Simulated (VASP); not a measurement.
Ba2YCu3O6:

```
Ba Y Cu O
1.0
     3.86500    0.00000    0.00000
     0.00000    3.86500    0.00000
     0.00000    0.00000   11.85200
Ba Y Cu O
2 1 3 6
Direct
  0.50000 0.50000 0.19510
  0.50000 0.50000 0.80490
  0.50000 0.50000 0.50000
  0.00000 0.00000 0.00000
  0.00000 0.00000 0.36090
  0.00000 0.00000 0.63910
  0.50000 0.00000 0.37930
  0.00000 0.50000 0.37930
  0.50000 0.00000 0.62070
  0.00000 0.50000 0.62070
  0.00000 0.00000 0.15210
  0.00000 0.00000 0.84790
```

```yaml
Program: VASP 6.6.1
Task: relaxation of cell and atoms
Functional: PBEsol
Potentials_or_basis: VASP PAW PBE potentials, release 64 (Ba_sv, Y_sv, Cu, O)
Cutoff: 600 eV
k_mesh: 10 × 10 × 4
Occupations: methfessel-paxton, width 0.1 eV
Spin: no spin polarisation
```

At the start: pressure -2.5 GPa; volume 14.75 Å³/atom.

Where does the relaxation end?

Over 15 steps the energy falls by 3.3 meV/atom and the volume is 14.54 Å³/atom (-1.5 %); space group P4/mmm (No. 123, to 0.05 Å).

Step by step:
| step | energy change (eV) | largest force (eV/Å) | pressure (GPa) | volume (Å³) |
| --- | --- | --- | --- | --- |
| 1 | 0.0000 | 0.1729 | -2.46 | 177.05 |
| 2 | -0.0187 | 0.1477 | 1.83 | 171.30 |
| 3 | -0.0311 | 0.1318 | 0.10 | 173.49 |
| 4 | -0.0331 | 0.1076 | 0.03 | 173.57 |
| 5 | -0.0336 | 0.1034 | 0.02 | 173.62 |
| 6 | -0.0352 | 0.0727 | 0.04 | 173.70 |
| 7 | -0.0373 | 0.0484 | 0.06 | 173.95 |
| 8 | -0.0381 | 0.0388 | -0.04 | 174.15 |
| 9 | -0.0387 | 0.0413 | -0.18 | 174.49 |
| 10 | -0.0391 | 0.0199 | 0.13 | 174.24 |
| 11 | -0.0391 | 0.0223 | 0.02 | 174.27 |
| 12 | -0.0391 | 0.0222 | 0.04 | 174.26 |
| 13 | -0.0391 | 0.0137 | 0.06 | 174.33 |
| 14 | -0.0391 | 0.0131 | -0.04 | 174.53 |
| 15 | -0.0392 | 0.0033 | -0.09 | 174.45 |

Final structure:
```
Ba Y Cu O
1.0
     3.83187    0.00000    0.00000
     0.00000    3.83187    0.00000
     0.00000    0.00000   11.88083
Ba Y Cu O
2 1 3 6
Cartesian
  1.9159 1.9159 2.3286
  1.9159 1.9159 9.5523
  1.9159 1.9159 5.9404
  0.0000 0.0000 0.0000
  0.0000 0.0000 4.3506
  0.0000 0.0000 7.5302
  1.9159 0.0000 4.5133
  0.0000 1.9159 4.5133
  1.9159 0.0000 7.3676
  0.0000 1.9159 7.3676
  0.0000 0.0000 1.7915
  0.0000 0.0000 10.0893
```

Caveat: the PAW data sets were made with another functional, which shifts forces and pressure a little; the run has no spin polarisation, though such a crystal can be magnetic.
